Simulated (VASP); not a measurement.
# CdSiGe62 (a cell with a defect) in VASP: electric field gradients with PBEsol

Aim: the electric field gradients of CdSiGe62 (a cell with a defect) with PBEsol.

Everything below comes from runs of VASP 6.6.1. Logs are shortened: lines on timing, memory, paths and dates and some standing lists are left out, and cuts for length are marked.

### Step 1. Starting point

The cell holds a defect, 64 atoms: a = 11.380 Å, b = 11.380 Å, c = 11.380 Å, α = 90.00°, β = 90.00°, γ = 90.00°.

The cell was built by a generator and needn't be a form met in nature.

### Step 2. Electric field gradients, PBEsol

The input, INCAR:

```
PREC = Accurate ; ENCUT = 360
EDIFF = 1E-8 ; ISMEAR = 0
SIGMA = 0.02 ; LREAL = False
LASPH = True ; NELM = 80
ALGO = Normal ; ISIF = 2
LWAVE = False ; LCHARG = False
GGA = PS ; LEFG = True
NELECT = 266
```

The input, KPOINTS:

```
Automatic mesh
0
Gamma
  2 2 2
```

The input, POSCAR:

```
CdSiGe62                                
1.0
   11.3800000000      0.0000000000      0.0000000000
    0.0000000000     11.3800000000      0.0000000000
    0.0000000000      0.0000000000     11.3800000000
  Cd              Ge              Si            
     1    62     1
Direct
     0.0056468111957877    0.0055714201649267    0.0056151502788847
     0.0047914089403606    0.2494368651921103    0.2493628369725781
     0.2495311142024256    0.0047247127604892    0.2494746067025028
     0.2495167463870332    0.2494388036266521    0.0047096078338775
     0.1244769701904191    0.3758535138607073    0.3758593298655843
     0.3760094284358831    0.1244162555322088    0.3759284436903573
     0.3759251487089781    0.3758922792268550    0.1244653659225132
     0.0001211995295292    0.9999801556691799    0.4999864107037421
     0.9966866275403298    0.2500941214450866    0.7495207194501793
     0.2501008445348107    0.9966376558319300    0.7495724156526896
     0.2496166768928019    0.2495329477797955    0.5001393322303057
     0.1246446003831176    0.1245854859328534    0.6264012858852029
     0.1242313103613872    0.3727568860085753    0.8759484566978827
     0.3728410420662575    0.1241716677925602    0.8759069451275802
     0.3747494707645388    0.3746584606711970    0.6252772936241999
     0.0000459279682366    0.5000058629361257    0.0000480973111445
     0.9966732272008898    0.7495416509595569    0.2500586373885037
     0.2496423572425932    0.5001616047003236    0.2496154057524866
     0.2501128544385495    0.7494906107591947    0.9967067553261022
     0.1246318492385975    0.6263556432008692    0.1246469746525672
     0.1242547194776503    0.8758939930143459    0.3727092227178255
     0.3747592500848854    0.6252986794329853    0.3747467021813579
     0.3728200811931648    0.8759225478823149    0.1242049047342901
     0.0000136669307478    0.4999521585301818    0.5000048064666780
     0.0025344864698436    0.7494224377607858    0.7495463640820869
     0.2493883847492993    0.4993000273090291    0.7508785459145962
     0.2492791678240926    0.7507978037659466    0.4993476813726299
     0.1245091215939260    0.6240331311239088    0.6241774717327199
     0.1253434134271831    0.8738357455866261    0.8739363762934204
     0.3758105878209952    0.6238673356110835    0.8755152018480873
     0.3757300938078380    0.8754357401957749    0.6238594184807923
     0.5000643725869359    0.0000006664439756    0.0000146584113980
     0.5002305736790120    0.2495859817053300    0.2495831300275773
     0.7496020779830384    0.9966475075247657    0.2500794434289764
     0.7495461715104668    0.2500454987036013    0.9966465342906917
     0.6264321631192460    0.1245834791117146    0.1246131980519312
     0.6253628901543880    0.3746844872438150    0.3747108071394379
     0.8760438154600590    0.1241641706028404    0.3727351686697374
     0.8759168053134294    0.3727594454508364    0.1241646575574849
     0.5000886204021325    0.9999254903590250    0.5000664350372307
     0.4994202454827132    0.2492639961861625    0.7508126071718140
     0.7496378297000099    0.0024113315639593    0.7495121548804643
     0.7509121501902316    0.2492467917141138    0.4993173664921887
     0.6242545102756928    0.1244035519428508    0.6241638067700478
     0.6238902301015823    0.3757509638875289    0.8754786329745066
     0.8739611675727648    0.1252985058003180    0.8739159968928446
     0.8754534589403609    0.3757533376267320    0.6238723440315092
     0.5000511475180912    0.5000139732643090    0.0000104091603783
     0.4993731677456509    0.7508735371526331    0.2493749169206758
     0.7508973053518384    0.4993439790068876    0.2493280081543545
     0.7494638338949472    0.7494620809273448    0.0024911874910623
     0.6241259600917679    0.6241256445148686    0.1245574847663791
     0.6239710839270798    0.8754509381238103    0.3758146793260663
     0.8755370937321816    0.6238698908588552    0.3757910655683575
     0.8738929583090017    0.8738609799418906    0.1252601893305753
     0.5001461547634577    0.5000751169740333    0.5001083151249608
     0.4998656164956050    0.7503069266006592    0.7502912094149067
     0.7503174685457380    0.4998743409286310    0.7503267107348491
     0.7503470273701642    0.7502515357534545    0.4999291024987202
     0.6252748108022274    0.6252462282723572    0.6253137890728019
     0.6260687510030107    0.8751980271050419    0.8751824494244532
     0.8752209398195983    0.6260170875583865    0.8752530214121655
     0.8753488130721636    0.8751596450570495    0.6260400175527738
     0.1305367454832476    0.1303739878280668    0.1303991353253383
```

Potentials or basis: VASP PAW PBE potentials, release 64 (Cd, Ge, Si).

Launch:

```
$ cat potpaw_PBE.64/Cd/POTCAR potpaw_PBE.64/Ge/POTCAR potpaw_PBE.64/Si/POTCAR > POTCAR
$ mpirun -np 4 vasp_std > vasp.out
```

OUTCAR:

```text
PREC = Accurate
   ENCUT = 360
   EDIFF = 1E-8
   ISMEAR = 0
   LREAL = False
   LASPH = True
   NELM = 80
   ISIF = 2
   GGA = PS
   NELECT = 266

 ion  position               nearest neighbor table
   1  0.006  0.006  0.006-  64 2.46  46 2.52  29 2.52  55 2.52
   2  0.005  0.249  0.249-  64 2.39   5 2.45  38 2.48  39 2.48
   3  0.250  0.005  0.249-  64 2.39   6 2.45  21 2.48  23 2.48
   4  0.250  0.249  0.005-  64 2.39   7 2.45  13 2.48  14 2.48
   5  0.124  0.376  0.376-  24 2.45   2 2.45  18 2.47  11 2.47
   6  0.376  0.124  0.376-  40 2.45   3 2.45  11 2.47  33 2.47
[... 56 lines left out ...]
  63  0.875  0.875  0.626-   8 2.47  59 2.47  25 2.47  42 2.47
  64  0.131  0.130  0.130-   3 2.39   4 2.39   2 2.39   1 2.46

  LATTYP: Found a simple cubic cell.
 ALAT       =    11.3800000000

  Lattice vectors:

 A1 = (  11.3800000000,   0.0000000000,   0.0000000000)
 A2 = (   0.0000000000,  11.3800000000,   0.0000000000)
 A3 = (   0.0000000000,   0.0000000000,  11.3800000000)

Analysis of symmetry for initial positions (statically):
=====================================================================
 Subroutine PRICEL returns:
 Original cell was already a primitive cell.

 Routine SETGRP: Setting up the symmetry group for a
 simple cubic supercell.

 Subroutine GETGRP returns: Found  1 space group operations
 (whereof  1 operations were pure point group operations)
 out of a pool of 48 trial point group operations.

The static configuration has the point symmetry C_1 .

Analysis of symmetry for dynamics (positions and initial velocities):
=====================================================================
 Subroutine PRICEL returns:
 Original cell was already a primitive cell.

 Routine SETGRP: Setting up the symmetry group for a
 simple cubic supercell.

 Subroutine GETGRP returns: Found  1 space group operations
 (whereof  1 operations were pure point group operations)
 out of a pool of 48 trial point group operations.

The dynamic configuration has the point symmetry C_1 .

 Subroutine INISYM returns: Found  1 space group operations
 (whereof  1 operations are pure point group operations),
 and found     1 'primitive' translations

----------------------------------------------------------------------------------------

                                     Primitive cell

  volume of cell :    1473.7601

  direct lattice vectors                    reciprocal lattice vectors
    11.380000000  0.000000000  0.000000000     0.087873462  0.000000000  0.000000000
     0.000000000 11.380000000  0.000000000     0.000000000  0.087873462  0.000000000
     0.000000000  0.000000000 11.380000000     0.000000000  0.000000000  0.087873462

  length of vectors
    11.380000000 11.380000000 11.380000000     0.087873462  0.087873462  0.087873462

  position of ions in fractional coordinates (direct lattice)
     0.005646811  0.005571420  0.005615150
     0.004791409  0.249436865  0.249362837
     0.249531114  0.004724713  0.249474607
     0.249516746  0.249438804  0.004709608
     0.124476970  0.375853514  0.375859330
     0.376009428  0.124416256  0.375928444
[... 56 lines left out ...]
     0.875348813  0.875159645  0.626040018
     0.130536745  0.130373988  0.130399135

  ion indices of the primitive-cell ions
[... 146 lines left out ...]
   LHFCALC =     F    Hartree Fock is set to
   AEXX    =    0.0000 exact exchange contribution
   IVDW    =     0    specifies the selected vdW correction
   LEPSILON=     F    determine dielectric tensor
   LRPA    =     F    only Hartree local field effects (RPA)
 non-spin polarized calculation
 Gauss-broadening in eV      SIGMA  =   0.02
  energy-cutoff  :      360.00
  volume of cell :     1473.76
 maximum number of plane-waves:     22896
   NGX = 35   NGY = 35   NGZ = 35

 number of electron     265.9999978 magnetization

 Free energy of the ion-electron system (eV)
  ---------------------------------------------------
  ext. energy  EPLUGINS =         0.00000000
  ---------------------------------------------------
  free energy    TOTEN  =      -301.95969926 eV

  energy without entropy =     -301.95655121  energy(sigma->0) =     -301.95812523

 E-fermi :   3.5706     XC(G=0):  -9.2613

 val. band max:        3.5575302719   @ k =   0.0000   0.0000   0.0000
 cond. band min:       3.5759161971   @ k =   0.0000   0.0000   0.0000
 fundamental gap:      0.0183859253
 Fermi energy:         3.5705964145

 k-point     1 :       0.0000    0.0000    0.0000
  band No.  band energies     occupation
      1      -9.1755      2.00000
      2      -8.2318      2.00000
      3      -8.2317      2.00000
      4      -8.1929      2.00000
      5      -8.1927      2.00000
      6      -8.1880      2.00000
[... 1173 lines left out ...]
    144       4.7427      0.00000
    145       4.7480      0.00000
 [bands above 145 left out]

------------------------ aborting loop because EDIFF is reached ----------------------------------------

  FORCE on cell =-STRESS in cart. coord.  units (eV):
  Direction    XX          YY          ZZ          XY          YZ          ZX
  --------------------------------------------------------------------------------------
  -------------------------------------------------------------------------------------
  Total       24.5018321     24.5021722     24.4986634      0.6593099      0.6600666      0.6735664
  in kB       26.6368187     26.6371885     26.6333740      0.7167594      0.7175820      0.7322582
  external PRESSURE =      26.6357937 kB  Pullay stress =       0.0000000 kB

 VOLUME and BASIS-vectors are now :
 -----------------------------------------------------------------------------
  energy-cutoff  :      360.00
  volume of cell :     1473.76
      direct lattice vectors                 reciprocal lattice vectors
    11.380000000  0.000000000  0.000000000     0.087873462  0.000000000  0.000000000
     0.000000000 11.380000000  0.000000000     0.000000000  0.087873462  0.000000000
     0.000000000  0.000000000 11.380000000     0.000000000  0.000000000  0.087873462

 POSITION                                       TOTAL-FORCE (eV/Angst)
 -----------------------------------------------------------------------------------
      0.06426      0.06340      0.06390         0.001157      0.001024      0.001346
      0.05453      2.83859      2.83775        -0.000145     -0.002700     -0.001214
      2.83966      0.05377      2.83902         0.000652      0.000510     -0.001684
      2.83950      2.83861      0.05360        -0.000667     -0.002304      0.000395
      1.41655      4.27721      4.27728         0.001588      0.001664      0.003114
      4.27899      1.41586      4.27807         0.000777      0.000837      0.000942
[... 56 lines left out ...]
      9.96147      9.95932      7.12434        -0.002699     -0.000954     -0.000427
      1.48551      1.48366      1.48394        -0.001308      0.003338      0.001980
 -----------------------------------------------------------------------------------
    total drift:                                0.000643      0.000567      0.000597

  FREE ENERGIE OF THE ION-ELECTRON SYSTEM (eV)
  ---------------------------------------------------
  free  energy   TOTEN  =      -301.9596992578 eV

  energy  without entropy=     -301.9565512110  energy(sigma->0) =     -301.95812523

 Electric field gradients (V/A^2)
---------------------------------------------------------------------
 ion       V_xx      V_yy      V_zz      V_xy      V_xz      V_yz
---------------------------------------------------------------------
   1      -0.087    -0.025     0.112   -22.564   -22.585   -22.523
   2      -3.646     1.817     1.829    18.872    18.743   -22.129
   3       1.817    -3.614     1.797    18.790   -22.164    18.780
   4       1.831     1.787    -3.618   -22.135    18.780    18.818
   5       0.220    -0.102    -0.118    -3.388    -3.318    -9.913
   6      -0.115     0.228    -0.113    -3.248    -9.880    -3.226
[... 56 lines left out ...]
  63       0.135     0.116    -0.252     4.881     2.075     2.198
  64       0.003    -0.020     0.018   -18.184   -18.167   -18.114
---------------------------------------------------------------------

 Electric field gradients after diagonalization (V/A^2)
 (convention: |V_zz| > |V_xx| > |V_yy|)
----------------------------------------------------------------------
 ion       V_xx      V_yy      V_zz     asymmetry (V_yy - V_xx)/ V_zz
----------------------------------------------------------------------
   1      22.610    22.505   -45.114       0.002
   2      23.952    15.895   -39.847       0.202
   3      23.971    15.868   -39.839       0.203
   4      23.944    15.895   -39.840       0.202
   5       9.804     2.078   -11.881       0.650
   6       9.766     1.978   -11.745       0.663
[... 56 lines left out ...]
  63      -4.757    -1.625     6.382       0.491
  64      18.197    18.113   -36.309       0.002
----------------------------------------------------------------------

           NMR quadrupolar parameters

 Cq : quadrupolar parameter    Cq=e*Q*V_zz/h
 eta: asymmetry parameters     (V_yy - V_xx)/ V_zz
 Q  : nuclear electric quadrupole moment in mb (millibarn)
----------------------------------------------------------------------
 ion       Cq(MHz)       eta       Q (mb)
----------------------------------------------------------------------
   1      -0.109       0.002       1.000
   2      -0.096       0.202       1.000
   3      -0.096       0.203       1.000
   4      -0.096       0.202       1.000
   5      -0.029       0.650       1.000
   6      -0.028       0.663       1.000
[... 56 lines left out ...]
  63       0.015       0.491       1.000
  64      -0.088       0.002       1.000
----------------------------------------------------------------------
```

Wall time 15 min (4 MPI ranks of Intel Xeon 6975P-C (Granite Rapids), shared host); peak memory 0.47 GiB.

Results:

| Quantity | Value |
| --- | --- |
| Free energy | -301.9597 eV |
| Largest force | 0.005 eV/Å |
| Band gap on the k mesh | 0.02 eV, direct |

Forces in eV/Å, atoms in the order of the input:
```
Cd   0.001  0.001  0.001
Ge   0.000 -0.003 -0.001
Ge   0.001  0.001 -0.002
Ge  -0.001 -0.002  0.000
Ge   0.002  0.002  0.003
Ge   0.001  0.001  0.001
Ge   0.002  0.001  0.000
Ge  -0.001  0.001  0.000
Ge   0.001 -0.002  0.001
Ge  -0.001  0.001 -0.001
Ge   0.000  0.001  0.003
Ge  -0.001  0.000  0.000
Ge  -0.001  0.000 -0.002
Ge  -0.001  0.001  0.000
Ge  -0.001 -0.001  0.001
Ge   0.001 -0.001 -0.001
Ge   0.001 -0.001 -0.001
Ge  -0.001  0.002  0.000
Ge  -0.001  0.001  0.002
Ge   0.000  0.000 -0.001
Ge   0.000  0.000  0.002
Ge  -0.002 -0.001  0.000
Ge  -0.001 -0.002  0.000
Ge   0.001  0.001  0.002
Ge  -0.001  0.003  0.001
Ge   0.000 -0.003  0.000
Ge   0.000 -0.001 -0.002
Ge   0.002  0.003  0.000
Ge   0.002 -0.001 -0.003
Ge  -0.001  0.000 -0.001
Ge   0.001  0.003  0.000
Ge   0.000  0.000  0.000
Ge   0.000 -0.001  0.000
Ge  -0.001  0.001  0.000
Ge   0.000  0.000  0.001
Ge  -0.001 -0.001  0.000
Ge   0.000  0.000  0.001
Ge  -0.002  0.001  0.000
Ge   0.001 -0.002  0.002
Ge   0.000  0.001  0.001
Ge  -0.003  0.000  0.000
Ge   0.001 -0.001  0.003
Ge   0.000 -0.001 -0.003
Ge   0.000  0.003  0.000
Ge   0.000 -0.001  0.001
Ge  -0.001  0.002 -0.002
Ge   0.003  0.000  0.000
Ge   0.001 -0.001  0.001
Ge  -0.002  0.000 -0.001
Ge   0.001 -0.003  0.000
Ge   0.002  0.002 -0.002
Ge   0.003  0.002  0.000
Ge  -0.001  0.002 -0.002
Ge   0.000  0.000 -0.001
Ge  -0.001 -0.001  0.002
Ge  -0.002 -0.003 -0.003
Ge   0.000 -0.001  0.001
Ge   0.000 -0.001  0.000
Ge   0.001  0.000  0.001
Ge  -0.001 -0.001 -0.003
Ge   0.001 -0.001  0.000
Ge   0.000  0.001  0.000
Ge  -0.003 -0.001  0.000
Si  -0.001  0.003  0.002
```

Electric field gradients, principal values (V/Å²):
| atom | Vxx | Vyy | Vzz |
| --- | --- | --- | --- |
| 1 Cd | 22.505 | 22.610 | -45.114 |
| 2 Ge | 15.895 | 23.952 | -39.847 |
| 3 Ge | 15.868 | 23.971 | -39.839 |
| 4 Ge | 15.895 | 23.944 | -39.840 |
| 5 Ge | 2.078 | 9.804 | -11.881 |
| 6 Ge | 1.978 | 9.766 | -11.745 |
| 7 Ge | 2.022 | 9.777 | -11.798 |
| 8 Ge | 0.532 | 1.146 | -1.678 |
| 9 Ge | 8.896 | 17.793 | -26.689 |
| 10 Ge | 8.970 | 17.720 | -26.690 |
| 11 Ge | -0.062 | -1.920 | 1.982 |
| 12 Ge | -1.151 | -5.445 | 6.596 |
| 13 Ge | -1.551 | -5.749 | 7.300 |
| 14 Ge | -1.504 | -5.764 | 7.268 |
| 15 Ge | -1.822 | -2.266 | 4.088 |
| 16 Ge | 0.576 | 1.071 | -1.647 |
| 17 Ge | 8.996 | 17.752 | -26.748 |
| 18 Ge | -0.025 | -1.845 | 1.869 |
| 19 Ge | 8.946 | 17.760 | -26.706 |
| 20 Ge | -1.121 | -5.445 | 6.566 |
| 21 Ge | -1.551 | -5.834 | 7.385 |
| 22 Ge | -1.947 | -2.139 | 4.086 |
| 23 Ge | -1.617 | -5.753 | 7.370 |
| 24 Ge | 0.280 | 0.987 | -1.267 |
| 25 Ge | 9.228 | 16.219 | -25.447 |
| 26 Ge | 0.194 | 2.036 | -2.230 |
| 27 Ge | 0.256 | 1.959 | -2.215 |
| 28 Ge | 1.487 | 10.299 | -11.786 |
| 29 Ge | 39.725 | 40.346 | -80.071 |
| 30 Ge | 1.436 | 9.912 | -11.348 |
| 31 Ge | 1.503 | 9.805 | -11.308 |
| 32 Ge | 0.559 | 1.081 | -1.641 |
| 33 Ge | 0.026 | 1.865 | -1.891 |
| 34 Ge | 9.023 | 17.711 | -26.735 |
| 35 Ge | 8.941 | 17.764 | -26.705 |
| 36 Ge | -1.127 | -5.454 | 6.582 |
| 37 Ge | -1.918 | -2.243 | 4.162 |
| 38 Ge | -1.641 | -5.787 | 7.428 |
| 39 Ge | -1.448 | -5.866 | 7.313 |
| 40 Ge | 0.274 | 0.968 | -1.242 |
| 41 Ge | 0.226 | 1.944 | -2.170 |
| 42 Ge | 9.293 | 16.192 | -25.485 |
| 43 Ge | 0.234 | 1.993 | -2.227 |
| 44 Ge | 1.543 | 10.338 | -11.881 |
| 45 Ge | 1.466 | 9.817 | -11.282 |
| 46 Ge | 39.747 | 40.325 | -80.072 |
| 47 Ge | 1.453 | 9.763 | -11.216 |
| 48 Ge | 0.328 | 0.935 | -1.263 |
| 49 Ge | 0.167 | 2.086 | -2.253 |
| 50 Ge | 0.179 | 1.997 | -2.176 |
| 51 Ge | 9.163 | 16.259 | -25.422 |
| 52 Ge | 1.478 | 10.185 | -11.663 |
| 53 Ge | 1.441 | 9.839 | -11.280 |
| 54 Ge | 1.447 | 9.870 | -11.317 |
| 55 Ge | 39.642 | 40.422 | -80.065 |
| 56 Ge | 0.214 | 0.268 | -0.482 |
| 57 Ge | 0.070 | 2.719 | -2.789 |
| 58 Ge | 0.178 | 2.670 | -2.848 |
| 59 Ge | 0.140 | 2.646 | -2.785 |
| 60 Ge | -1.921 | -2.065 | 3.986 |
| 61 Ge | -1.581 | -4.724 | 6.305 |
| 62 Ge | -1.585 | -4.765 | 6.349 |
| 63 Ge | -1.625 | -4.757 | 6.382 |
| 64 Si | 18.113 | 18.197 | -36.309 |

Caveat: the cell carries a net charge on a neutralising background, which shifts energy and pressure; the cell is charged against a uniform background, so pressure and absolute levels hang on convention; the PAW data sets were made with another functional, which shifts forces and pressure a little.
